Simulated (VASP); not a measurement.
```yaml
crystal:
  lattice:
    - [0.00000, 2.58585, 2.58585]
    - [2.58585, 0.00000, 2.58585]
    - [2.58585, 2.58585, 0.00000]
  atoms:
    - { symbol: K, position: [0.00000, 0.00000, 0.00000] }
    - { symbol: F, position: [0.50000, 0.50000, 0.50000] }
```

Calculation: LDA (Ceperley-Alder, Perdew-Zunger), VASP's LDA PAW potentials (set 64) (plane waves; VASP). Settings: 520 eV cut-off, 9×9×9 Γ-centred mesh, Gaussian smearing of 0.010 eV, potentials K_sv F.

**Question.** Give the electronic dielectric tensor ε∞ (DFPT, local fields included).

**Answer.** 
```
2.09  0.00  0.00
0.00  2.09  0.00
0.00  0.00  2.09
```

**Question.** Give the Born effective charges.

**Answer.** 
```csv
atom,Z*xx,Z*yy,Z*zz,mean
K1,1.15,1.15,1.15,1.15
F2,-1.15,-1.15,-1.15,-1.15
```

The compound is KF in the rock salt structure. It was relaxed first, which changed the volume by -10 %.
